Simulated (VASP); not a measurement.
VASP ran on this input.

**KPOINTS**
```
Automatic mesh
0
Gamma
10 10 10
0 0 0
```

**INCAR**
```
# general
SYSTEM    =  SiC
PREC      =  Accurate
ENCUT     =  520   # plane-wave cut-off (eV)
LREAL     =  .False.   # projection in real space or not
LASPH     =  .True.   # aspherical one-centre terms

# electronic loop
EDIFF     =  1E-7   # SCF stop (eV)
NELM      =  100   # most electronic steps
ALGO      =  Normal   # blocked Davidson

# smearing
ISMEAR    =  0
SIGMA     =  0.05

# functional
GGA       =  BO
LUSE_VDW  =  .True.
AGGAC     =  0.0
PARAM1    =  0.1833333333
PARAM2    =  0.22

# ions
ISIF      =  2

# output
LWAVE     =  .False.
LCHARG    =  .False.
```

**POSCAR**
```
SiC
1
    0.0000000000     2.2334122764     2.2334122764
    2.2334122764     0.0000000000     2.2334122764
    2.2334122764     2.2334122764     0.0000000000
Si C
1 1
Direct
  0.0000000000   0.0000000000   0.0000000000
  0.2500000000   0.2500000000   0.2500000000
```

POTCAR, in this order: Si C (PBE.64 set). Program: vasp_std.

Translate this optB88-vdW calculation to Quantum ESPRESSO's pw.x.

One equivalent input (not run):
```
&CONTROL
  calculation = 'scf'
  pseudo_dir = './pseudo'
  outdir = './out'
  tprnfor = .true.
  tstress = .true.
/
&SYSTEM
  ibrav = 0
  nat = 2
  ntyp = 2
  ecutwfc = 82
  occupations = 'smearing'
  smearing = 'gaussian'
  degauss = 0.003675
  input_dft = 'vdw-df-obk8'
/
&ELECTRONS
  conv_thr = 7.3e-09
  electron_maxstep = 100
/
ATOMIC_SPECIES
  Si 28.085 Si.upf
  C 12.011 C.upf
CELL_PARAMETERS angstrom
     0.0000000    2.2334123    2.2334123
     2.2334123    0.0000000    2.2334123
     2.2334123    2.2334123    0.0000000
ATOMIC_POSITIONS crystal
  Si   0.0000000  0.0000000  0.0000000
  C    0.2500000  0.2500000  0.2500000
K_POINTS automatic
  10 10 10 0 0 0
```
What does not carry over: the potentials are each code's own (VASP's PAW set, PseudoDojo norm-conserving files in pw.x), so ENCUT and ecutwfc are chosen apart and not converted; conv_thr bounds pw.x's estimated SCF error, while EDIFF bounds the energy change between steps.

The compound is SiC in the zinc blende structure. This cell is one point of a volume scan, at 1.06 of the reference volume.
